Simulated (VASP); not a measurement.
An input for Quantum ESPRESSO's pw.x (written as the equivalent of a VASP run, and not itself run):

```
&CONTROL
  calculation = 'vc-relax'
  pseudo_dir = './pseudo'
  outdir = './out'
  tprnfor = .true.
  tstress = .true.
  nstep = 40
  forc_conv_thr = 0.00078
/
&SYSTEM
  ibrav = 0
  nat = 2
  ntyp = 2
  ecutwfc = 84
  occupations = 'smearing'
  smearing = 'gaussian'
  degauss = 0.003675
  input_dft = 'pz'
/
&ELECTRONS
  conv_thr = 7.3e-08
  electron_maxstep = 100
/
&IONS
/
&CELL
  press = 50
/
ATOMIC_SPECIES
  Ca 40.078 Ca.upf
  O 15.999 O.upf
CELL_PARAMETERS angstrom
     0.0000000    2.3597751    2.3597751
     2.3597751    0.0000000    2.3597751
     2.3597751    2.3597751    0.0000000
ATOMIC_POSITIONS crystal
  Ca   0.0000000  0.0000000  0.0000000
  O    0.5000000  0.5000000  0.5000000
K_POINTS automatic
  10 10 10 0 0 0
```

Task: Write the VASP files for the same calculation (LDA).

Result: One answer among several that fit: 
**POSCAR**
```
CaO
1
    0.0000000000     2.3597750707     2.3597750707
    2.3597750707     0.0000000000     2.3597750707
    2.3597750707     2.3597750707     0.0000000000
Ca O
1 1
Direct
  0.0000000000   0.0000000000   0.0000000000
  0.5000000000   0.5000000000   0.5000000000
```

### INCAR
```
# general
SYSTEM  = CaO
PREC    = Accurate
ENCUT   = 620
LREAL   = .FALSE.
LASPH   = .TRUE.

# electronic loop
EDIFF   = 1E-6
NELM    = 100
ALGO    = Normal

# smearing
ISMEAR  = 0
SIGMA   = 0.05

# ions
IBRION  = 2
NSW     = 40
ISIF    = 3
EDIFFG  = -0.02
PSTRESS = 50

# output
LWAVE   = .FALSE.
LCHARG  = .FALSE.
```

**KPOINTS**
```
kpoints
0
gamma
  10 10 10
0 0 0
```

POTCAR, in this order: Ca_sv O (LDA.64 set). Program: vasp_std.

The two are equivalent in intent, not identical: the potentials are each code's own (VASP's PAW set, PseudoDojo norm-conserving files in pw.x), so ENCUT and ecutwfc are chosen apart and not converted; conv_thr bounds pw.x's estimated SCF error, while EDIFF bounds the energy change between steps; forc_conv_thr acts on force components and is met together with etot_conv_thr.

The compound is CaO in the rock salt structure. This run relaxes it under an external pressure of 5 GPa. Symmetry was kept, so distortions that lower it aren't found.
